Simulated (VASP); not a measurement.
Method: LDA (Ceperley-Alder, Perdew-Zunger), VASP's LDA PAW potentials (set 64) (plane waves; VASP).

VASP ran on this input.

**INCAR**
```
ALGO  =  Normal
EDIFF  =  1E-7
ENCUT  =  400
ICHARG  =  11
ISMEAR  =  0
LASPH  =  .True.
LCHARG  =  .False.
LMAXMIX  =  4
LORBIT  =  11
LREAL  =  .False.
LWAVE  =  .False.
NELM  =  100
PREC  =  Accurate
SIGMA  =  0.05
SYSTEM  =  CdSe
```

**KPOINTS**
```
k-points along high-symmetry lines
10
Line-mode
Reciprocal
  0.000000   0.000000   0.000000 ! GAMMA
  0.000000   0.500000   0.000000 ! M

  0.000000   0.500000   0.000000 ! M
 -0.333333   0.666667   0.000000 ! K

 -0.333333   0.666667   0.000000 ! K
  0.000000   0.000000   0.000000 ! GAMMA

  0.000000   0.000000   0.000000 ! GAMMA
  0.000000   0.000000   0.500000 ! A

  0.000000   0.000000   0.500000 ! A
  0.000000   0.500000   0.500000 ! L

  0.000000   0.500000   0.500000 ! L
 -0.333333   0.666667   0.500000 ! H

 -0.333333   0.666667   0.500000 ! H
  0.000000   0.000000   0.500000 ! A

  0.000000   0.500000   0.500000 ! L
  0.000000   0.500000   0.000000 ! M

 -0.333333   0.666667   0.500000 ! H
 -0.333333   0.666667   0.000000 ! K
```

**POSCAR**
```
CdSe
1.0
  2.1255110323  -3.6814928718   0.0000000000
  2.1255110323   3.6814928718   0.0000000000
  0.0000000000   0.0000000000   6.9347776342
Cd Se
2 2
Cart
  2.1255110323  -1.2271667449   3.4673870307
  2.1255110323   1.2271667449   6.9347758478
  2.1255110323  -1.2271667449   6.0748669940
  2.1255110323   1.2271667449   2.6074781769
```

POTCAR, in this order: Cd Se (LDA.64 set). Program: vasp_std. Read from the step before: CHGCAR.

Output of the run:

File OUTCAR:
```
 ion  position               nearest neighbor table
   1  0.667  0.333  0.500-   4 2.60   4 2.60   4 2.60   3 2.61
   2  0.333  0.667  1.000-   3 2.60   3 2.60   3 2.60   4 2.61
   3  0.667  0.333  0.876-   2 2.60   2 2.60   2 2.60   1 2.61
   4  0.333  0.667  0.376-   1 2.60   1 2.60   1 2.60   2 2.61
  LATTYP: Found a hexagonal cell.
 ALAT       =     4.2510218670
 C/A-ratio  =     1.6313201511
 Subroutine PRICEL returns:
 Original cell was already a primitive cell.
 Subroutine GETGRP returns: Found 12 space group operations
The static configuration has the point symmetry C_3v.
 The point group associated with its full space group is C_6v.
The dynamic configuration has the point symmetry C_3v.
 Subroutine INISYM returns: Found 12 space group operations
   k-points           NKPTS =     90   k-points in BZ     NKDIM =     90   number of bands    NBANDS=     22
   number of dos      NEDOS =    301   number of ions     NIONS =      4
   total plane-waves  NPLWV =  37632
   dimension x,y,z NGX =    28 NGY =   28 NGZ =   48
   dimension x,y,z NGXF=    56 NGYF=   56 NGZF=   96
   ions per type =               2   2
   PREC   = accura    normal or accurate (medium, high low for compatibility)
   ISTART =      0    job   : 0-new  1-cont  2-samecut
   ICHARG =     11    charge: 1-file 2-atom 10-const
   ISPIN  =      1    spin polarized calculation?
...
```

**OSZICAR**
```
       N       E                     dE             d eps       ncg     rms          rms(c)
DAV:   1     0.212186607425E+03    0.21219E+03   -0.15284E+04  4000   0.120E+03
DAV:   2    -0.200117405199E+01   -0.21419E+03   -0.20983E+03  4530   0.329E+02
DAV:   3    -0.125600321542E+02   -0.10559E+02   -0.10491E+02  4638   0.741E+01
DAV:   4    -0.126517192304E+02   -0.91687E-01   -0.91627E-01  4446   0.630E+00
DAV:   5    -0.126525831225E+02   -0.86389E-03   -0.86382E-03  4704   0.535E-01
DAV:   6    -0.126526005591E+02   -0.17437E-04   -0.17436E-04  4598   0.631E-02
DAV:   7    -0.126526009670E+02   -0.40789E-06   -0.40786E-06  4748   0.820E-03
DAV:   8    -0.126526009810E+02   -0.13975E-07   -0.14068E-07  3342   0.124E-03
   1 F= -.12652601E+02 E0= -.12652601E+02  d E =-.554777E-11
```

### OUTCAR
```
 val. band max:        1.1187471578   @ k =  -0.0000   0.0000   0.0000

 cond. band min:       1.6148945248   @ k =   0.0000   0.0000   0.0000



 k-point     1 :       0.0000    0.0000    0.0000
  band No.  band energies     occupation
      1     -11.7458      2.00000
      2     -11.3272      2.00000
      3      -6.9564      2.00000
      4      -6.9501      2.00000
      5      -6.9501      2.00000
      6      -6.8752      2.00000
      7      -6.8752      2.00000
      8      -6.5795      2.00000
      9      -6.5795      2.00000
     10      -6.5082      2.00000
     11      -6.5082      2.00000
     12      -6.2167      2.00000
     13      -3.5720      2.00000
     14       0.2866      2.00000
     15       0.2866      2.00000
     16       1.0626      2.00000
     17       1.1187      2.00000
     18       1.1187      2.00000
     19       1.6149      0.00000
     20       3.1546      0.00000
     21       6.8301      0.00000
     22       6.8303      0.00000

 k-point     2 :       0.0000    0.0556    0.0000
  band No.  band energies     occupation
      1     -11.7350      2.00000
      2     -11.3222      2.00000
      3      -6.9541      2.00000
      4      -6.9461      2.00000
      5      -6.9418      2.00000
      6      -6.8707      2.00000
      7      -6.8696      2.00000
      8      -6.5815      2.00000
      9      -6.5798      2.00000
     10      -6.5125      2.00000
     11      -6.5074      2.00000
     12      -6.2098      2.00000
     13      -3.5507      2.00000
     14       0.1105      2.00000
     15       0.2412      2.00000
     16       0.7199      2.00000
     17       1.0409      2.00000
     18       1.0935      2.00000
     19       1.9995      0.00000
     20       3.3295      0.00000
     21       6.6968      0.00000
     22       6.8834      0.00000

 k-point     3 :       0.0000    0.1111    0.0000
  band No.  band energies     occupation
      1     -11.7036      2.00000
      2     -11.3078      2.00000
...
```

The density is held fixed in this step, so its total energy and stress have no physical meaning.

The compound is CdSe in the wurtzite structure. It was relaxed first.
